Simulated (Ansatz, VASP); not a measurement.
# Cross-check of SnO2 (1T-SnO2 monolayer) between VASP and Ansatz

One calculation is typed for both programs; each brings its own data sets. How far apart do they land? The cell is taken from a series of runs on this material, whose earlier steps may have relaxed, scaled, displaced or heated it; both programs get it as it stands.

Main program and level: Ansatz 0.2.0; plane waves, with VASP 6.6.1 beside it; single point at PBE with D3(BJ).

### Step 1. The structure

The cell holds 3 atoms: 2 O and 1 Sn. Its edges and angles: a = 3.215 Å, b = 3.215 Å, c = 20.031 Å, α = 90.0°, β = 90.0°, γ = 120.0°. Vacuum lies along c.

### Step 2. VASP: single point, PBE with D3(BJ)

With cell and atoms fixed, the geometry can't cause a difference; cores, projectors, grids and the points listed under the comparison can.

Lines of VASP's logs that name or quote its potential files are left out, and so is its time.

INCAR

```
SYSTEM = SnO2
PREC = Accurate
ENCUT = 520
EDIFF = 1E-06
NELM = 120
ISMEAR = -1
SIGMA = 0.02585
LREAL = .FALSE.
ALGO = Normal
GGA = PE
IVDW = 12
NBANDS = 19
LORBIT = 11
LWAVE = .FALSE.
LCHARG = .FALSE.
ISIF = 2
LDIPOL = .TRUE.
IDIPOL = 3
DIPOL = 0.5 0.5 0.5
LVHAR = .TRUE.
LASPH = .TRUE.
GGA_COMPAT = .FALSE.
EFERMI = MIDGAP
NELMDL = -8
```

POSCAR

```
SnO2
1.0
    3.2151091159      0.0000000000      0.0000000000
   -1.6075545580      2.7843661703      0.0000000000
    0.0000000000      0.0000000000     20.0305727383
O Sn
2 1
Direct
    0.6666666667      0.3333333333      0.4493131633
    0.3333333333      0.6666666667      0.5506868367
    0.0000000000      0.0000000000      0.5000000000
```

KPOINTS

```
Automatic mesh
0
Gamma
18 18 1
0 0 0
```

PAW data sets: O and Sn_d (PBE family, release 64).

The run is started by

```console
mpirun -np 1 vasp_std
```

Numbers of over 12 decimals in the logs are rounded to 6 here.

The program printed:

```text
[banner, memory and clock lines left out]
running    1 mpi-ranks, on    1 nodes
 distrk:  each k-point on    1 cores,    1 groups
 distr:  one band on    1 cores,    1 groups

 POSCAR found type information on POSCAR O Sn
 POSCAR found :  2 types and       3 ions
 LDA part: xc-table for (Slater+PW92), standard interpolation
 POSCAR, INCAR and KPOINTS ok, starting setup
 FFT: planning ... GRIDC
 FFT: planning ... GRID_SOFT
 FFT: planning ... GRID
 WAVECAR not read
 entering main loop
       N       E                     dE             d eps       ncg     rms          rms(c)
DAV:   1     0.255962126227E+03    0.25596E+03   -0.12346E+04  1454   0.123E+03
DAV:   2     0.149099806985E+02   -0.24105E+03   -0.23279E+03  1898   0.307E+02
DAV:   3    -0.201868720049E+02   -0.35097E+02   -0.34667E+02  1816   0.139E+02
DAV:   4    -0.211558327653E+02   -0.96896E+00   -0.96823E+00  1881   0.275E+01
DAV:   5    -0.211751215263E+02   -0.19289E-01   -0.19288E-01  1880   0.370E+00
DAV:   6    -0.211758654342E+02   -0.74391E-03   -0.74390E-03  1997   0.668E-01
DAV:   7    -0.211758919742E+02   -0.26540E-04   -0.26540E-04  2044   0.101E-01
DAV:   8    -0.211758921625E+02   -0.18830E-06   -0.18831E-06  1715   0.961E-03    0.108E+01
DAV:   9    -0.181899579520E+02    0.29859E+01   -0.13909E+01  2245   0.603E+01    0.446E+00
DAV:  10    -0.182007399761E+02   -0.10782E-01   -0.79619E-01  1453   0.687E+00    0.225E+00
DAV:  11    -0.181819205796E+02    0.18819E-01   -0.82228E-02  1696   0.303E+00    0.715E-01
DAV:  12    -0.181791097355E+02    0.28108E-02   -0.15339E-02  2039   0.197E+00    0.996E-02
DAV:  13    -0.181796711855E+02   -0.56145E-03   -0.21479E-03  1599   0.445E-01    0.407E-02
DAV:  14    -0.181796990356E+02   -0.27850E-04   -0.15353E-04  2100   0.128E-01    0.186E-02
DAV:  15    -0.181797298157E+02   -0.30780E-04   -0.15637E-05  1730   0.271E-02    0.107E-02
DAV:  16    -0.181798339900E+02   -0.10417E-03   -0.17462E-05  1875   0.555E-02    0.857E-03
DAV:  17    -0.181799685267E+02   -0.13454E-03   -0.23869E-05  1695   0.203E-02    0.652E-03
DAV:  18    -0.181799987891E+02   -0.30262E-04   -0.29522E-06  1543   0.179E-02    0.122E-03
DAV:  19    -0.181800145150E+02   -0.15726E-04   -0.56262E-07  1458   0.501E-03    0.121E-03
DAV:  20    -0.181800234271E+02   -0.89121E-05   -0.29080E-07  1441   0.259E-03    0.744E-04
DAV:  21    -0.181800272477E+02   -0.38206E-05   -0.21882E-07  1367   0.334E-03    0.424E-04
DAV:  22    -0.181800282172E+02   -0.96950E-06   -0.18183E-08  1574   0.880E-04
   1 F= -.18531700E+02 E0= -.18531700E+02  d E =0.000000E+00
```

Parts of OUTCAR (step 2):

```text
ion  position               nearest neighbor table
   1  0.667  0.333  0.449-   3 2.12   3 2.12   3 2.12
   2  0.333  0.667  0.551-   3 2.12   3 2.12   3 2.12
   3  0.000  0.000  0.500-   1 2.12   2 2.12   1 2.12   2 2.12   1 2.12   2 2.12

  LATTYP: Found a hexagonal cell.
 ALAT       =     3.2151091159
 C/A-ratio  =     6.2301377702

 Subroutine GETGRP returns: Found 12 space group operations
 (whereof 12 operations were pure point group operations)

The static configuration has the point symmetry D_3d.

 Found     37 irreducible k-points:

   k-points           NKPTS =     37   k-points in BZ     NKDIM =     37   number of bands    NBANDS=     19

   dimension x,y,z NGX =    24 NGY =   24 NGZ =  150
   dimension x,y,z NGXF=    48 NGYF=   48 NGZF=  300

   ENCUT  =  520.0 eV  38.22 Ry    6.18 a.u.   5.98  5.98 37.24*2*pi/ulx,y,z

   NELECT =      26.0000    total number of electrons

 k-points in reciprocal lattice and weights: Automatic mesh
   0.00000000  0.00000000  0.00000000       0.003
   0.05555556 -0.00000000  0.00000000       0.019
   0.11111111 -0.00000000  0.00000000       0.019
   0.16666667 -0.00000000  0.00000000       0.019
   0.22222222  0.00000000  0.00000000       0.019
   0.27777778 -0.00000000  0.00000000       0.019
   0.33333333  0.00000000  0.00000000       0.019
   0.38888889 -0.00000000  0.00000000       0.019
   0.44444444  0.00000000  0.00000000       0.019
[...]
0.33333333  0.27777778  0.00000000       0.037
   0.33333333  0.33333333  0.00000000       0.006

 dipolmoment           0.000000      0.000000      0.000000 electrons x Angstroem

 average (electrostatic) potential at core
       1 -78.9086       2 -78.9086       3-110.6448

 E-fermi :  -4.2410

 k-point     1 :       0.0000    0.0000    0.0000
  band No.  band energies     occupation
    ...
      9      -6.7244      2.00000
     10      -6.7244      2.00000
     11      -6.2740      2.00000
     12      -6.2740      2.00000
     13      -6.1384      2.00000
     14      -2.9099      0.00000
     15       0.2288      0.00000
     16       2.5359      0.00000
     17       2.6334      0.00000
     18       3.1350      0.00000
    ...

 k-point     2 :       0.0556   -0.0000    0.0000
  band No.  band energies     occupation
    ...
      9      -6.8959      2.00000
     10      -6.8169      2.00000
     11      -6.4271      2.00000
     12      -6.2269      2.00000
     13      -5.9973      2.00000
     14      -2.7473      0.00000
     15       0.3453      0.00000
     16       2.5857      0.00000
     17       2.6952      0.00000
     18       3.1840      0.00000
    ...

 k-point     3 :       0.1111   -0.0000    0.0000
  band No.  band energies     occupation
    ...
      9      -7.3093      2.00000
     10      -7.0280      2.00000
     11      -6.5876      2.00000
     12      -6.1445      2.00000
     13      -5.8783      2.00000
     14      -2.3253      0.00000
     15       0.6584      0.00000
     16       2.7286      0.00000
     17       2.8816      0.00000
     18       3.3273      0.00000
    ...

 Edisp (eV)   -0.35167

  Total       0.22195     0.22195     0.06686    -0.00000     0.00000    -0.00000
  in kB       1.98314     1.98314     0.59741    -0.00000     0.00000    -0.00000
  external pressure =        1.52 kB  Pullay stress =        0.00 kB

  energy-cutoff  :      520.00
  volume of cell :      179.31
      direct lattice vectors                 reciprocal lattice vectors
     3.215109116  0.000000000  0.000000000     0.311031434  0.179574082  0.000000000
    -1.607554558  2.784366170  0.000000000     0.000000000  0.359148165  0.000000000
     0.000000000  0.000000000 20.030572738     0.000000000  0.000000000  0.049923685

 POSITION                                       TOTAL-FORCE (eV/Angst)
 -----------------------------------------------------------------------------------
      1.60755      0.92812      9.00000        -0.000000     -0.000000     -0.061028
     -0.00000      1.85624     11.03057         0.000000      0.000000      0.061028
      0.00000      0.00000     10.01529        -0.000000      0.000000      0.000000
 -----------------------------------------------------------------------------------
    total drift:                               -0.000000      0.000000      0.000000

  FREE ENERGIE OF THE ION-ELECTRON SYSTEM (eV)
  ---------------------------------------------------
  free  energy   TOTEN  =       -18.5317001504 eV

  energy  without entropy=      -18.5317001504  energy(sigma->0) =      -18.53170015

 vacuum level on the upper side and lower side of the slab         2.787         2.787

 total charge
# of ion       s       p       d       tot
------------------------------------------
    1        1.576   3.424   0.000   5.000
    2        1.576   3.424   0.000   5.000
    3        0.917   1.040  10.310  12.268
--------------------------------------------------
tot          4.070   7.888  10.310  22.268

[... 3 further parts left out ...]
```

### Step 3. Ansatz: single point, PBE with D3(BJ)

Ansatz runs on its PAW soft_1 files.

The same cell, functional, mesh and smearing now go to Ansatz, which takes its cutoff from its data sets.

input.yaml

```yaml
crystal:
  lattice:
    - [3.2151091159, 0.0, 0.0]
    - [-1.607554558, 2.7843661703, 0.0]
    - [0.0, 0.0, 20.0305727383]
  atoms:
    - { symbol: O, position: [0.6666666667, 0.3333333333, 0.4493131633] }
    - { symbol: Sn, position: [0.0, 0.0, 0.5] }
    - { symbol: O, position: [0.3333333333, 0.6666666667, 0.5506868367] }
kpoints:
  mp_grid: { grid: [18, 18, 1] }
  band_path:
    path: [[0, 0, 0], [0.5, 0, 0], [0.33333333, 0.33333333, 0], [0, 0, 0]]
    npoints: 16
hamiltonian:
  xc: pbe
  dispersion: d3bj
  pseudopotentials: { kind: paw, azcp: { folder: soft_1 } }
scf:
  occupations: { method: fermi_dirac, width: 0.02585 }
  convergence: { dr2_threshold: 1.0e-10 }
efield:
  axis: 3
  dipole_correction: true
  ramp_position: 0.97
  ramp_width: 0.06
  amplitude: 0
output:
  dos: { projected: true, e_range: [-6, 5] }
  write_potential: true
  write_density: true
  volumetric_format: npy
  elf: true
```

The run is started by

```console
ansatz run input.yaml --threads 2 --pin off --max-ram 3072MiB --backend cpu --events-out ev --progress --plain --runs-dir out
```

The program printed:

```text
Engine: ansatz 0.2.0, aarch64-unknown-linux-gnu
Pseudopotentials: kind: paw
Pseudopotential: O, paw, valence charge 6, recommended cutoff 420 eV (normal), soft_1/O.paw.azcp
Pseudopotential: Sn, paw, valence charge 14, recommended cutoff 420 eV (normal), soft_1/Sn.paw.azcp
Functional definition: PBE
  parameter kappa = 0.804
  parameter beta = 0.066725
  exchange = pbe_x(kappa = kappa, mu = beta*pi^2/3)
  correlation = pbe_c(beta = beta)
Crystal: 3 atoms, lattice volume = 179.315 Å³
Basis set: ecut = 420 eV, 3571 PW (Γ)
Bands: 17, of which v1, the nominal top of the filled ones, is band 13 counted from 1 (12 counted from 0)
Symmetry: 6 space group operations
k-points: 37 of 324 (time reversal used)
Non-local potential: O, projectors of the file, l = 0: 2, l = 1: 2, l = 2: 1
Non-local potential: Sn, projectors of the file, l = 0: 2, l = 1: 2, l = 2: 2, l = 3: 1
PAW form: soft (Blöchl's): semilocal exchange-correlation on the pseudo side does not see the compensation charge
PAW one-centre angular grid: O, 110 points (default); XC on 64 Gauss nodes
PAW one-centre angular grid: Sn, 590 points (default); XC on 64 Gauss nodes
Initial density: superposition of atomic densities (neutral atoms: chi_scale 0, normalization atom)
Initial wavefunctions: pseudopotential atomic-orbital guess
Functional: x = pbe(κ = 0.804, μ = 0.219515), c = pbe(β = 0.066725)
SCF iter   1: F=—  HF=-7161.904218 eV  |F-HF|=—  |Δ(HF+E_count)|=         —  Δρ=7.46e-2  dr2=1.05e1  ethr=3.10e-3  p=0.000 e·Å  D=7.26e-14 V/Å  ΔV_dip=-0.00 eV  dr2_dipole=1.13e-8  V_vac-E_F(+/−)=9.10/9.10 eV  ⟨swp⟩=9.2  Hψ=4373  notcnv=0
efield: sawtooth ramp at fractional position 0.9700 (set: `efield.ramp_position`, or a place that a band, a saddle search or an elastic batch's reference lends), width 0.0600; the density the first Hamiltonian is built on has a dipole p = 0.000 e·Å; the dipole correction subtracts the counter field D = 7.26e-14 V/Å, which shifts the + side's vacuum level by -0.00 eV against the − side's; the planar-averaged density in the ramp window peaks in size at 6.3e-8 e/Å³
preconditioner: auto → none  [insulator: Δε(μ)=4.403 eV  Ē_g=19.300 eV  σ=0.026 eV  W_gap=1.00  n_scr=12 (ndim 8)  ℏωp=14.1 eV  f_vac=0.738  D(μ)=0.00/eV (n_scr^D=0)  ε∞_Penn≈1.5]
SCF iter   2: F=—  HF=-7159.861895 eV  |F-HF|=—  |Δ(HF+E_count)|=    2.04e0  Δρ=5.37e-2  dr2=3.22e0  ethr=3.10e-3  p=-0.000 e·Å  D=-7.54e-5 V/Å  ΔV_dip=0.00 eV  dr2_dipole=9.73e-8  V_vac-E_F(+/−)=6.54/6.54 eV  ⟨swp⟩=4.2  Hψ=2099  notcnv=0
SCF iter   3: F=—  HF=-7158.975401 eV  |F-HF|=—  |Δ(HF+E_count)|=   8.86e-1  Δρ=1.16e-2  dr2=1.14e-1  ethr=3.10e-3  p=0.000 e·Å  D=5.09e-5 V/Å  ΔV_dip=-0.00 eV  dr2_dipole=4.79e-8  V_vac-E_F(+/−)=7.22/7.22 eV  ⟨swp⟩=3.9  Hψ=1881  notcnv=0
SCF iter   4: F=—  HF=-7158.965651 eV  |F-HF|=—  |Δ(HF+E_count)|=   9.75e-3  Δρ=1.17e-3  dr2=2.44e-3  ethr=4.40e-4  p=-0.000 e·Å  D=-4.87e-4 V/Å  ΔV_dip=0.01 eV  dr2_dipole=4.29e-6  V_vac-E_F(+/−)=7.02/7.01 eV  ⟨swp⟩=3.3  Hψ=1253  notcnv=0
SCF iter   5: F=—  HF=-7158.964738 eV  |F-HF|=—  |Δ(HF+E_count)|=   9.13e-4  Δρ=4.65e-4  dr2=2.65e-4  ethr=9.39e-6  p=0.001 e·Å  D=7.64e-4 V/Å  ΔV_dip=-0.02 eV  dr2_dipole=1.04e-5  V_vac-E_F(+/−)=6.95/6.96 eV  ⟨swp⟩=3.9  Hψ=1504  notcnv=0
SCF iter   6: F=—  HF=-7158.964943 eV  |F-HF|=—  |Δ(HF+E_count)|=   2.04e-4  Δρ=7.53e-4  dr2=1.59e-3  ethr=1.02e-6  p=-0.003 e·Å  D=-2.76e-3 V/Å  ΔV_dip=0.06 eV  dr2_dipole=1.40e-4  V_vac-E_F(+/−)=6.99/6.93 eV  ⟨swp⟩=3.2  Hψ=1448  notcnv=0  recentre
SCF iter   7: F=—  HF=-7158.964682 eV  |F-HF|=—  |Δ(HF+E_count)|=   2.61e-4  Δρ=1.23e-4  dr2=2.03e-5  ethr=1.02e-6  p=0.000 e·Å  D=1.81e-4 V/Å  ΔV_dip=-0.00 eV  dr2_dipole=6.23e-7  V_vac-E_F(+/−)=6.96/6.96 eV  ⟨swp⟩=3.7  Hψ=1523  notcnv=0
SCF iter   8: F=—  HF=-7158.964683 eV  |F-HF|=—  |Δ(HF+E_count)|=   1.33e-6  Δρ=1.18e-5  dr2=1.37e-7  ethr=7.82e-8  p=-0.000 e·Å  D=-2.15e-6 V/Å  ΔV_dip=0.00 eV  dr2_dipole=2.18e-15  V_vac-E_F(+/−)=6.96/6.96 eV  ⟨swp⟩=2.3  Hψ=940  notcnv=0
SCF iter   9: F=—  HF=-7158.964661 eV  |F-HF|=—  |Δ(HF+E_count)|=   2.21e-5  Δρ=2.39e-6  dr2=1.07e-8  ethr=5.27e-10  p=-0.000 e·Å  D=-6.17e-6 V/Å  ΔV_dip=0.00 eV  dr2_dipole=1.90e-10  V_vac-E_F(+/−)=6.96/6.96 eV  ⟨swp⟩=3.1  Hψ=1262  notcnv=0
SCF iter  10: F=—  HF=-7158.964661 eV  |F-HF|=—  |Δ(HF+E_count)|=   3.27e-9  Δρ=6.60e-7  dr2=5.99e-10  ethr=4.10e-11  p=0.000 e·Å  D=2.49e-6 V/Å  ΔV_dip=-0.00 eV  dr2_dipole=1.48e-11  V_vac-E_F(+/−)=6.96/6.96 eV  ⟨swp⟩=2.0  Hψ=1110  notcnv=0
SCF iter  11: F=-7158.964661 eV  HF=-7158.964661 eV  |F-HF|=3.09e-11  |Δ(HF+E_count)|=  8.19e-11  Δρ=2.74e-7  dr2=9.06e-11  ethr=1.00e-12  p=-0.000 e·Å  D=-1.17e-6 V/Å  ΔV_dip=0.00 eV  dr2_dipole=5.95e-12  V_vac-E_F(+/−)=6.96/6.96 eV  ⟨swp⟩=5.5  Hψ=2527  notcnv=0
SCF 1 converged in 11 iterations: F = -7158.964661 eV  dr2 = 9.06e-11
  greatest PAW one-centre occupation: 0.996 electrons in one spin orbital (limit 2), on the Sn atom at site 1 (counted from 0), in its partial waves of l = 2
NSCF: frozen V_eff on 49 k-points
efield: sawtooth ramp at fractional position 0.9700 (kept from the solve that this one continues, or follows in the run), width 0.0600; the density the first Hamiltonian is built on has a dipole p = -0.000 e·Å; the dipole correction subtracts the counter field D = -1.17e-6 V/Å, which shifts the + side's vacuum level by +0.00 eV against the − side's; the planar-averaged density in the ramp window peaks in size at 5.6e-7 e/Å³
WARN: The output density's exchange-correlation potential varies sharply where the density is thin. Do not read a vacuum level from v_tot or v_xc, or from such a field of the output density. On a cell that repeats whose density bears no net charge and no dipole along the vacuum's axis use v_es (v_loc + v_h of the components); under efield.dipole_correction with no amplitude use v_es + v_field, which holds any externa [...]
SCF converged after 11 iterations
Free energy (F): -7158.964661 eV
Harris-Foulkes:  -7158.964661 eV  (|F-HF|=3.09e-11)
Internal energy: -7158.964661 eV  (E = F + TS)
E sigma→0 (E₀):  -7158.964661 eV
Fermi energy:    -3.491741 eV
Dipole field:    D = 0.000002 V/Å  (p = 0.000002 e·Å, saw-weighted, corrected)
Work function:   Φ+ = 6.9605 eV   Φ− = 6.9606 eV
Levels:          The Fermi level and band energies are counted from a zero that moves with the ramp; work functions are not
--- Per-component energies (eV) ---
  E_band       = -414.286389
  E_kinetic    = 505.928913
  E_local      = -18157.782179  (includes V_loc(G=0)·N_el)
  E_nonlocal   = 249.762479
  E_hartree    = 8832.200857
  E_xc         = -267.760644
  E_vxc        = -261.617073  (∫ρ·V_xc dr)
  E_paw        = -4698.431643  (= ΣΔE_a)
  E_vpaw       = -414.981822  (= ΣTr[D̂ρ^β])
  E_aug_tail   = 0.001826  (compensation charges beyond the density's cutoff)
  E_efield     = 0.000000  (sawtooth field / dipole correction)
  E_vefield    = 0.000000  (∫n·V_field dr)
  E_ewald      = 6377.467431
  E_disp       = -0.351701  (pairwise vdW)
  E_smearing   = -0.000000  (= −TS)
  E_closure    = 0.000000  (closes the sum)
  Σ components = -7158.964661   (vs F -7158.964661, Δ=0.00e0)
--- Band table (eV; the first three rows and the last of 37) ---
  k-point 0: bands = [... 9 lower, -6.0244, -5.5742, -5.5742, -5.4426, -2.1997, 0.9293, 3.1745, 3.2787]
  k-point 1: bands = [... 9 lower, -6.1168, -5.7268, -5.5272, -5.3024, -2.0378, 1.0457, 3.2252, 3.3407]
  k-point 2: bands = [... 9 lower, -6.3276, -5.8875, -5.4451, -5.1857, -1.6173, 1.3585, 3.3717, 3.5273]
  k-point 36: bands = [... 9 lower, -8.3762, -7.4204, -5.0280, -5.0280, 1.4391, 5.0413, 5.4457, 5.4457]
```

### Step 4. Differences

Known differences besides the potentials themselves: the cutoff is 420 eV in Ansatz and 520 eV in VASP. Total energies have different zeros and are not compared.

Compared:

| quantity | Ansatz | VASP | difference |
| --- | --- | --- | --- |
| gap on the k mesh (eV) | 2.684 | 2.662 | +0.022 |

A gap on the mesh is an upper bound, since the band edges may lie between its points. With vacuum in the cell, a pressure given here is an average over mostly empty space and none of the material.

### Step 5. Outcome

| Property | Result |
| --- | --- |
| difference in gap on the k mesh (single point, PBE with D3(BJ)) | 0.022 eV |

The difference in gap on the k mesh is 0.022 eV (single point, PBE with D3(BJ)), within the 0.08 eV picked in this series as the mark of a large difference. Such differences can come from data sets, numerical settings and the points named under the comparisons, not from the functional's error against experiment.

[Lines on the potential files, build, host, timing and source positions are cut from VASP's logs without a mark.]

[Logs are printed without paths, hosts, clocks, repeated set-up lines and the standing remarks that a program may print on its own settings, such as how far it seeks lower states.]

[Hosts, paths, dates, database ids (printed as entryN), source tags and the programs' standing remarks are cut or masked in the printed files.]
